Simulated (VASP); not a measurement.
Energy against volume of Co (hcp). Calculation: r2SCAN meta-GGA, VASP's PBE PAW potentials (set 64) (plane waves; VASP). Settings: 520 eV cut-off, 17×17×9 Γ-centred mesh, first-order Methfessel-Paxton smearing of 0.10 eV, potentials Co.

Shape and ions are relaxed at each volume.

| V (Å³/atom) | E (eV/atom) |
|---|---|
| 9.933 | -13.17242 |
| 10.250 | -13.19725 |
| 10.567 | -13.20544 |
| 10.884 | -13.20004 |

Problem. Fit these four points and predict the energy of the run at 11.201 Å³/atom.

Solution. A cubic in V^(−2/3), the third-order Birch-Murnaghan form, passes through the four points with V0 = 10.59 Å³/atom and B0 = 225 GPa, and gives -13.1835 eV/atom there. The run gave -13.1839 eV/atom, -0.4 meV/atom from the fit; all five points give B0 = 223 GPa.

The compound is Co in the hcp structure. It was relaxed first.
